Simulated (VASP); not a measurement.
**Al3Pd: equation of state with PBE**

Al3Pd:

```
CELL_PARAMETERS angstrom
3.94691 0.00000 0.00000
0.00000 3.94691 0.00000
0.00000 0.00000 3.94691
ATOMIC_POSITIONS crystal
Pd 0.00000 0.00000 0.00000
Al 0.50000 0.50000 0.00000
Al 0.50000 0.00000 0.50000
Al 0.00000 0.50000 0.50000
```

The cell comes from a database or a generator and needn't be the stable form of this composition.

```yaml
Program: VASP 6.6.1
Task: equation of state
Functional: PBE
Potentials_or_basis: VASP PAW PBE potentials, release 64 (Pd, Al)
Cutoff: 520 eV
k_mesh: 7 × 7 × 7
Occupations: fermi-dirac, width 0.05 eV
Spin: no spin polarisation
```

The equilibrium volume is 15.56 Å³/atom. The bulk modulus is 108 GPa and the pressure derivative of the bulk modulus is 4.6.

Energy against volume, from the lowest point:
```csv
volume (Å³/atom),energy (meV/atom)
14.449,30.47
14.756,15.20
15.064,5.40
15.371,0.51
15.679,0.00
15.986,3.42
16.294,10.36
```

All runs of the series together: 2.1 min on 1 thread of Intel(R) Xeon(R) Platinum 8559C (Emerald Rapids), with other jobs on the host.
